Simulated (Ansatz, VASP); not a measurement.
**Cross-check of SiF (honeycomb Si sheet capped with F on both sides) between VASP and Ansatz**

Aim: how closely do two programs agree when they are given the same cell, functional and k mesh? Of the first pair: The structure shown is the start of the Ansatz relaxation below; VASP solves that cell, so the two are compared at the walk's first step.

Calculated with Ansatz 0.2.0; plane waves, with VASP 6.6.1 beside it; single point at PBE.

## 1. The starting structure

The cell holds 4 atoms: 2 Si and 2 F. Cell: a = 3.967 Å, b = 3.967 Å, c = 16.860 Å, α = 90.0°, β = 90.0°, γ = 120.0°. As first built, before any earlier steps moved the atoms (in the runner's words): own sheet built from covalent radii; start for a relaxation. Vacuum lies along c.

## 2. Ansatz: relaxation, PBE

Ansatz runs on its PAW soft_1 files.

The two programs are compared at the cell with which this relaxation starts, whose forces are those of its first step.

input.yaml

```yaml
crystal:
  lattice:
    - [3.9673102517, 0.0, 0.0]
    - [-1.9836551259, 3.4357914627, 0.0]
    - [0.0, 0.0, 16.86]
  atoms:
    - { symbol: Si, position: [0.3333333333, 0.6666666667, 0.5207220103] }
    - { symbol: Si, position: [0.6666666667, 0.3333333333, 0.4792779897] }
    - { symbol: F, position: [0.3333333333, 0.6666666667, 0.6173876558] }
    - { symbol: F, position: [0.6666666667, 0.3333333333, 0.3826123442] }
kpoints:
  mp_grid: { grid: [7, 7, 1] }
scf:
  occupations: { method: fermi_dirac, width: 0.05 }
  max_iter: 100
  lower_state_search: "off"
hamiltonian:
  xc: pbe
  pseudopotentials: { kind: paw, azcp: { folder: soft_1 } }
relax:
  adjacent_minimum: "off"
  f_tol: 0.01
  max_steps: 60
  cell: { fix: [c, alpha, beta] }
```

On the command line:

```console
$ ansatz run input.yaml --threads 4 --pin off --max-ram 10240MiB --backend cpu --events-out ev --progress --plain --runs-dir out
```

Numbers of over 12 decimals in the logs are rounded to 6 here.

Output:

```text
Engine: ansatz 0.2.0, aarch64-unknown-linux-gnu
Pseudopotentials: kind: paw
Pseudopotential: Si, paw, valence charge 4, recommended cutoff 420 eV (normal), soft_1/Si.paw.azcp
Pseudopotential: F, paw, valence charge 7, recommended cutoff 420 eV (normal), soft_1/F.paw.azcp
Functional definition: PBE
  parameter kappa = 0.804
  parameter beta = 0.066725
  exchange = pbe_x(kappa = kappa, mu = beta*pi^2/3)
  correlation = pbe_c(beta = beta)
Crystal: 4 atoms, lattice volume = 229.816 Å³
Basis set: ecut = 420 eV, 4509 PW (Γ), exchange–correlation on 54×54×240 points (8 copies of the dense FFT grid, shifted against one another)
Bands: 15, of which v1, the nominal top of the filled ones, is band 11 counted from 1 (10 counted from 0)
Symmetry: 12 space group operations
Space group: P-3m1 (ITA 164), of the structure as read, at distance tolerance 6.1e-5 Å
k-points: 8 of 49
Non-local potential: Si, projectors of the file, l = 0: 2, l = 1: 2, l = 2: 1
Non-local potential: F, projectors of the file, l = 0: 2, l = 1: 2, l = 2: 1
PAW form: soft (Blöchl's): semilocal exchange-correlation on the pseudo side does not see the compensation charge
PAW one-centre angular grid: Si, 110 points (default); XC on 64 Gauss nodes
PAW one-centre angular grid: F, 110 points (default); XC on 64 Gauss nodes
Initial density: superposition of atomic densities (neutral atoms: chi_scale 0, normalization atom)
Initial wavefunctions: pseudopotential atomic-orbital guess
Functional: x = pbe(κ = 0.804, μ = 0.219515), c = pbe(β = 0.066725)
SCF iter   1: F=—  HF=-2890.808359 eV  |F-HF|=—  |Δ(HF+E_count)|=         —  Δρ=4.86e-2  dr2=4.58e0  ethr=3.10e-3  ⟨swp⟩=8.6  Hψ=938  notcnv=0
preconditioner: auto → none  [insulator: Δε(μ)=0.882 eV  Ē_g=10.853 eV  σ=0.050 eV  W_gap=1.00  n_scr=14 (ndim 8)  ℏωp=10.4 eV  f_vac=0.636  D(μ)=0.00/eV (n_scr^D=0)  ε∞_Penn≈1.9]
SCF iter   2: F=—  HF=-2889.951571 eV  |F-HF|=—  |Δ(HF+E_count)|=   8.57e-1  Δρ=3.38e-2  dr2=1.43e0  ethr=3.10e-3  ⟨swp⟩=5.0  Hψ=432  notcnv=0
SCF iter   3: F=—  HF=-2889.617788 eV  |F-HF|=—  |Δ(HF+E_count)|=   3.34e-1  Δρ=9.73e-3  dr2=1.61e-1  ethr=3.10e-3  ⟨swp⟩=3.0  Hψ=324  notcnv=0
SCF iter   4: F=—  HF=-2889.599445 eV  |F-HF|=—  |Δ(HF+E_count)|=   1.83e-2  Δρ=1.85e-3  dr2=4.12e-3  ethr=7.34e-4  ⟨swp⟩=3.0  Hψ=266  notcnv=0
SCF iter   5: F=—  HF=-2889.599584 eV  |F-HF|=—  |Δ(HF+E_count)|=   1.40e-4  Δρ=2.30e-4  dr2=6.90e-5  ethr=1.87e-5  ⟨swp⟩=2.2  Hψ=199  notcnv=0
SCF iter   6: F=—  HF=-2889.599397 eV  |F-HF|=—  |Δ(HF+E_count)|=   1.87e-4  Δρ=2.94e-5  dr2=1.70e-6  ethr=3.14e-7  ⟨swp⟩=2.6  Hψ=200  notcnv=0
SCF iter   7: F=—  HF=-2889.599398 eV  |F-HF|=—  |Δ(HF+E_count)|=   4.67e-7  Δρ=7.58e-6  dr2=1.76e-7  ethr=4.55e-10  ⟨swp⟩=5.9  Hψ=510  notcnv=0
SCF iter   8: F=-2889.599398 eV  HF=-2889.599398 eV  |F-HF|=3.73e-9  |Δ(HF+E_count)|=   6.80e-9  Δρ=1.18e-6  dr2=4.73e-9  ethr=4.55e-10  ⟨swp⟩=5.0  Hψ=455  notcnv=0
SCF 1 converged in 8 iterations: F = -2889.599398 eV  dr2 = 4.73e-9
  greatest PAW one-centre occupation: 0.932 electrons in one spin orbital (limit 2), on the F atom at site 3 (counted from 0), in its partial waves of l = 0
relax step   1: F+E_penalty+E_count = -2889.59939778 eV  Δ(F+E_penalty+E_count) = +0.000e0 eV  max|allowed force component| = 4.576e-2 eV/Å  Δτ_max = 0.0000 Å  P = -0.024 GPa  Ω = 229.816 Å³  fix = [c, alpha, beta]  reactions: c -0.074 GPa  (8 SCF iters, dr2 threshold 1.00e-7 eV, accepted)
[...]
relax step   2: F+E_penalty+E_count = -2889.59945247 eV  Δ(F+E_penalty+E_count) = -5.469e-5 eV  max|allowed force component| = 2.700e-2 eV/Å  Δτ_max = 0.0009 Å  P = -0.018 GPa  Ω = 229.761 Å³  energy of the carried Pulay correction = +2.014e-5 eV  fix = [c, alpha, beta]  reactions: c -0.054 GPa  (4 SCF iters, dr2 threshold 1.31e-7 eV, accepted)
[...]
relax step   3: F+E_penalty+E_count = -2889.59946943 eV  Δ(F+E_penalty+E_count) = -1.696e-5 eV  max|allowed force component| = 6.640e-3 eV/Å  Δτ_max = 0.0013 Å  P = +0.009 GPa  Ω = 229.776 Å³  energy of the carried Pulay correction = +1.469e-5 eV  fix = [c, alpha, beta]  reactions: c +0.026 GPa  (5 SCF iters, dr2 threshold 4.56e-8 eV, accepted)
[...]
relax step   4: F+E_penalty+E_count = -2889.59945121 eV  Δ(F+E_penalty+E_count) = +1.823e-5 eV  max|allowed force component| = 6.578e-3 eV/Å  Δτ_max = 0.0000 Å  P = +0.009 GPa  Ω = 229.776 Å³  fix = [c, alpha, beta]  reactions: c +0.016 GPa  stress off target by 5.70e-3 GPa on what of the cell is left free  SCF on the basis re-selected at this cell (its energy is not comparable with the rows above)  (5 SCF iters)
basis re-selected at this cell: Δ(F+E_penalty+E_count) = +1.823e-5 eV, ΔP = -0.000 GPa vs the last step (what re-selecting the basis moved, of the pressure what is left beyond the Pulay correction that the steps carried, after the strain that the cell walked since its last selection, with what the two solves' SCF thresholds leave and, on support functions, any second-order correction that the steps lacked; it is no m [...]
SCF converged after 5 iterations
Free energy (F): -2889.599451 eV
Harris-Foulkes:  -2889.599451 eV  (|F-HF|=3.09e-11)
Internal energy: -2889.599402 eV  (E = F + TS)
E sigma→0 (E₀):  -2889.599427 eV
Entropy (-TS):   -0.000049 eV (-0.012 meV/atom)
Fermi energy:    -3.041618 eV
--- Per-component energies (eV) ---
  E_band       = -268.042751
  E_kinetic    = 477.421646
  E_local      = -5640.888324  (includes V_loc(G=0)·N_el)
  E_nonlocal   = 218.366120
  E_hartree    = 2558.658665
  E_xc         = -265.944521
  E_vxc        = -291.615685  (∫ρ·V_xc dr)
  E_paw        = -1432.758755  (= ΣΔE_a)
  E_vpaw       = -148.645356  (= ΣTr[D̂ρ^β])
  E_aug_tail   = 0.001476  (compensation charges beyond the density's cutoff)
  E_ewald      = 1195.544291
  E_smearing   = -0.000049  (= −TS)
  E_closure    = -0.000000  (closes the sum)
  Σ components = -2889.599451   (vs F -2889.599451, Δ=0.00e0)
--- Forces (eV/Å), atoms counted from 1 ---
  atom   1  Si    -0.00000000     0.00000000    -0.00262758
  atom   2  Si     0.00000000    -0.00000000     0.00262758
  atom   3  F      0.00000000     0.00000000     0.00657792
  atom   4  F     -0.00000000    -0.00000000    -0.00657792
  max |Σ_I F_I| component: 1.85e-17 eV/Å
--- Stress (GPa, compression-positive) ---
        0.005699       0.000000       0.000000
        0.000000       0.005699      -0.000000
        0.000000      -0.000000       0.016239
  P = ⅓ Tr σ = 0.0092 GPa (0.092 kbar)
--- Relaxed structure (3 steps of the walk, 3 accepted, 1 SCFs on fresh bases) ---
  F+E_penalty+E_count = -2889.59945121 eV   max|allowed force component| = 6.578e-3 eV/Å   (the final SCF, on the basis selected at the relaxed cell)
  cell:  # Å, volume = 229.7756 Å³
    - [3.966960, 2.8865002378038878e-11, 0]
    - [-1.983480, 3.435488, 0]
    - [0, 0, 16.86]
  atoms:
    - { symbol: Si, position: [0.333333, 0.666667, 0.520758] }
    - { symbol: Si, position: [0.666667, 0.333333, 0.479242] }
    - { symbol: F, position: [0.333333, 0.666667, 0.617330] }
    - { symbol: F, position: [0.666667, 0.333333, 0.382670] }
```

Reading the cycles: dr2 is the Hartree energy of the density residual (eV), the measure of convergence; HF is the Harris–Foulkes estimate of the energy, which meets the free energy F at convergence.

## 3. VASP: single point, PBE, start cell, pair 1

The same cell, functional, mesh and smearing now go to VASP, with its own data sets.

Lines of VASP's logs that name or quote its potential files are left out, and so is its time.

INCAR

```
SYSTEM = SiF
PREC = Accurate
ENCUT = 520
EDIFF = 1E-06
NELM = 120
ISMEAR = -1
SIGMA = 0.05
LREAL = .FALSE.
ALGO = Normal
GGA = PE
NBANDS = 17
LORBIT = 11
LWAVE = .FALSE.
LCHARG = .FALSE.
ISIF = 2
LASPH = .TRUE.
GGA_COMPAT = .FALSE.
EFERMI = MIDGAP
```

POSCAR

```
SiF
1.0
    3.9673100000      0.0000000000      0.0000000000
   -1.9836550000      3.4357910000      0.0000000000
    0.0000000000      0.0000000000     16.8600000000
Si F
2 2
Direct
    0.3333334304      0.6666668607      0.5207220047
    0.6666667637      0.3333335274      0.4792779953
    0.3333334304      0.6666668607      0.6173876631
    0.6666667637      0.3333335274      0.3826123369
```

KPOINTS

```
Automatic mesh
0
Gamma
7 7 1
0 0 0
```

Potentials, in the order of the species: Si and F (PBE family, release 64).

On the command line:

```console
$ mpirun -np 1 vasp_std
```

Output:

```text
[banner, memory and clock lines left out]
running    1 mpi-ranks, on    1 nodes
 distrk:  each k-point on    1 cores,    1 groups
 distr:  one band on    1 cores,    1 groups

 POSCAR found type information on POSCAR SiF
 POSCAR found :  2 types and       4 ions
 LDA part: xc-table for (Slater+PW92), standard interpolation
 POSCAR, INCAR and KPOINTS ok, starting setup
 FFT: planning ... GRIDC
 FFT: planning ... GRID_SOFT
 FFT: planning ... GRID
 WAVECAR not read
 entering main loop
       N       E                     dE             d eps       ncg     rms          rms(c)
DAV:   1     0.204340085399E+03    0.20434E+03   -0.83171E+03   272   0.962E+02
DAV:   2     0.101091336909E+02   -0.19423E+03   -0.18800E+03   354   0.227E+02
DAV:   3    -0.218612932967E+02   -0.31970E+02   -0.31816E+02   320   0.111E+02
DAV:   4    -0.224578539231E+02   -0.59656E+00   -0.59521E+00   368   0.170E+01
DAV:   5    -0.224637526048E+02   -0.58987E-02   -0.58942E-02   364   0.163E+00    0.949E+00
DAV:   6    -0.212242806929E+02    0.12395E+01   -0.49513E+00   338   0.204E+01    0.560E+00
DAV:   7    -0.212132056092E+02    0.11075E-01   -0.32876E-01   358   0.409E+00    0.235E+00
DAV:   8    -0.212014833464E+02    0.11722E-01   -0.33500E-02   345   0.176E+00    0.882E-01
DAV:   9    -0.212033800575E+02   -0.18967E-02   -0.11390E-02   319   0.777E-01    0.119E-01
DAV:  10    -0.212045998378E+02   -0.12198E-02   -0.11725E-03   346   0.221E-01    0.787E-02
DAV:  11    -0.212049171619E+02   -0.31732E-03   -0.23111E-04   369   0.120E-01    0.132E-02
DAV:  12    -0.212050123514E+02   -0.95190E-04   -0.13671E-05   355   0.310E-02    0.706E-03
DAV:  13    -0.212051706708E+02   -0.15832E-03   -0.46067E-05   319   0.405E-02    0.116E-02
DAV:  14    -0.212052178433E+02   -0.47173E-04   -0.20793E-05   320   0.230E-02    0.342E-03
DAV:  15    -0.212052192520E+02   -0.14088E-05   -0.43083E-06   363   0.171E-02    0.439E-03
DAV:  16    -0.212052176884E+02    0.15636E-05   -0.11042E-06   324   0.859E-03    0.993E-04
DAV:  17    -0.212052166519E+02    0.10365E-05   -0.15615E-07   309   0.249E-03    0.122E-03
DAV:  18    -0.212052173823E+02   -0.73046E-06   -0.22245E-07   261   0.207E-03
   1 F= -.21205217E+02 E0= -.21205194E+02  d E =-.476827E-04
```

OUTCAR, selected parts (step 3):

```text
ion  position               nearest neighbor table
   1  0.333  0.667  0.521-   3 1.63   2 2.39   2 2.39   2 2.39
   2  0.667  0.333  0.479-   4 1.63   1 2.39   1 2.39   1 2.39
   3  0.333  0.667  0.617-   1 1.63
   4  0.667  0.333  0.383-   2 1.63

  LATTYP: Found a hexagonal cell.
 ALAT       =     3.9673100000
 C/A-ratio  =     4.2497309260

 Subroutine GETGRP returns: Found 12 space group operations
 (whereof 12 operations were pure point group operations)

The static configuration has the point symmetry D_3d.

 Found      8 irreducible k-points:

   k-points           NKPTS =      8   k-points in BZ     NKDIM =      8   number of bands    NBANDS=     17

   dimension x,y,z NGX =    30 NGY =   30 NGZ =  126
   dimension x,y,z NGXF=    60 NGYF=   60 NGZF=  252

   ENCUT  =  520.0 eV  38.22 Ry    6.18 a.u.   7.38  7.38 31.35*2*pi/ulx,y,z

   NELECT =      22.0000    total number of electrons

 k-points in reciprocal lattice and weights: Automatic mesh
   0.00000000  0.00000000  0.00000000       0.020
   0.14285714  0.00000000  0.00000000       0.122
   0.28571429  0.00000000  0.00000000       0.122
   0.42857143  0.00000000  0.00000000       0.122
   0.14285714  0.14285714  0.00000000       0.122
   0.28571429  0.14285714  0.00000000       0.245
   0.42857143  0.14285714  0.00000000       0.122
   0.28571429  0.28571429  0.00000000       0.122

 average (electrostatic) potential at core
       1 -93.0760       2 -93.0760       3 -83.9529       4 -83.9529

 E-fermi :  -3.3865

 k-point     1 :       0.0000    0.0000    0.0000
  band No.  band energies     occupation
    ...
      7      -8.8422      2.00000
      8      -8.6912      2.00000
      9      -8.6912      2.00000
     10      -3.7472      1.99853
     11      -3.7472      1.99853
     12      -3.0609      0.00296
     13      -0.0797      0.00000
     14      -0.0360      0.00000
     15      -0.0360      0.00000
     16       1.8199      0.00000
    ...

 k-point     2 :       0.1429    0.0000    0.0000
  band No.  band energies     occupation
    ...
      7      -8.8827      2.00000
      8      -8.6980      2.00000
      9      -8.6570      2.00000
     10      -4.9988      2.00000
     11      -4.0537      2.00000
     12      -2.5164      0.00000
     13      -0.4280      0.00000
     14       0.7289      0.00000
     15       1.0835      0.00000
     16       2.1168      0.00000
    ...

 k-point     3 :       0.2857    0.0000    0.0000
  band No.  band energies     occupation
    ...
      7      -8.9686      2.00000
      8      -8.7182      2.00000
      9      -8.5625      2.00000
     10      -6.5336      2.00000
     11      -4.5335      2.00000
     12      -2.0094      0.00000
     13      -0.7885      0.00000
     14       2.5165      0.00000
     15       2.7694      0.00000
     16       2.9388      0.00000
    ...

  Total       -0.0943082     -0.0943081      0.3656381     -0.0000000      0.0000000      0.0000000
  in kB       -0.6574752     -0.6574751      2.5490687     -0.0000000      0.0000000      0.0000000
  external PRESSURE =       0.4113728 kB  Pullay stress =       0.0000000 kB

  energy-cutoff  :      520.00
  volume of cell :      229.82
      direct lattice vectors                 reciprocal lattice vectors
     3.967310000  0.000000000  0.000000000     0.252059960  0.145526896  0.000000000
    -1.983655000  3.435791000  0.000000000     0.000000000  0.291053792  0.000000000
     0.000000000  0.000000000 16.860000000     0.000000000  0.000000000  0.059311981

 POSITION                                       TOTAL-FORCE (eV/Angst)
 -----------------------------------------------------------------------------------
      0.00000      2.29053      8.77937         0.000000     -0.000000     -0.129663
      1.98365      1.14526      8.08063         0.000000     -0.000000      0.129663
      0.00000      2.29053     10.40916         0.000000      0.000000      0.138938
      1.98365      1.14526      6.45084        -0.000000     -0.000000     -0.138938
 -----------------------------------------------------------------------------------
    total drift:                               -0.000000     -0.002794     -0.000000

  FREE ENERGIE OF THE ION-ELECTRON SYSTEM (eV)
  ---------------------------------------------------
  free  energy   TOTEN  =       -21.2052173823 eV

  energy  without entropy=      -21.2051696996  energy(sigma->0) =      -21.20519354

 total charge
# of ion       s       p       d       tot
------------------------------------------
    1        0.742   0.900   0.000   1.642
    2        0.742   0.900   0.000   1.642
    3        1.746   4.370   0.000   6.116
    4        1.746   4.370   0.000   6.116
--------------------------------------------------
tot          4.976  10.541   0.000  15.517

[... 3 further parts left out ...]
```

## 4. Comparison

Known differences besides the potentials themselves: the cutoff is 420 eV in Ansatz and 520 eV in VASP. Total energies have different zeros and are not compared.

Forces (eV/Å; atoms numbered as in POSCAR):

```csv
atom,"Ansatz x, y, z","VASP x, y, z"
Si1,"0.000, 0.000, 0.046","0.000, 0.000, -0.130"
Si2,"0.000, 0.000, -0.046","0.000, 0.000, 0.130"
F3,"0.000, 0.000, -0.038","0.000, 0.000, 0.139"
F4,"0.000, 0.000, 0.038","0.000, 0.000, -0.139"
```

The forces differ by 102 meV/Å r.m.s., where the r.m.s. force is 0.024 eV/Å in Ansatz and 0.078 eV/Å in VASP: the atoms lie near their places of rest in Ansatz, so a percentage would say little (all taken over all components). With vacuum in the cell, a pressure given here is an average over mostly empty space and none of the material.

(Part 1 of 2 ends here.)

[Lines on the potential files, build, host, timing and source positions are cut from VASP's logs without a mark.]

[Logs are printed without paths, hosts, clocks, repeated set-up lines and the standing remarks that a program may print on its own settings, such as how far it seeks lower states.]

[Hosts, paths, dates, database ids (printed as entryN), source tags and the programs' standing remarks are cut or masked in the printed files.]
